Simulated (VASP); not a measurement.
Here is a VASP 6.6.1 calculation.

INCAR

```
PREC = Accurate
ENCUT = 520
EDIFF = 1E-6
ISMEAR = 0
SIGMA = 0.1
LREAL = F
LASPH = T
NELM = 150
ALGO = Fast
ISIF = 2
LWAVE = F
LCHARG = T
ISPIN = 2
MAGMOM = 1.99 -0.13
LORBIT = 11
NUPDOWN = 1.5
LMAXMIX = 4
GGA = PE
LELF = T
LVHAR = T
NBANDS = 22
```

File KPOINTS:

```
Automatic mesh
0
Gamma
  12 12 12
```

Contents of POSCAR:

```
FePb
1.0
    3.3986418556      0.0000000000      0.0000000000
    0.0000000000      3.3986418556      0.0000000000
    0.0000000000      0.0000000000      3.3986418556
Fe Pb
1 1
Direct
    0.0000000000      0.0000000000      0.0000000000
    0.5000000000      0.5000000000      0.5000000000
```

Potentials or basis: VASP PAW PBE potentials, release 64 (Fe, Pb_d).

Run with:

```console
$ cat potpaw_PBE.64/Fe/POTCAR potpaw_PBE.64/Pb_d/POTCAR > POTCAR
$ mpirun -np 1 vasp_std > vasp.out
```

**Question.** Predict the pressure.

**Answer.** -5.9 GPa.

Caveat: the total moment is fixed, so each spin has its own Fermi level. Spin-orbit coupling is left out, which matters for the levels of Pb.
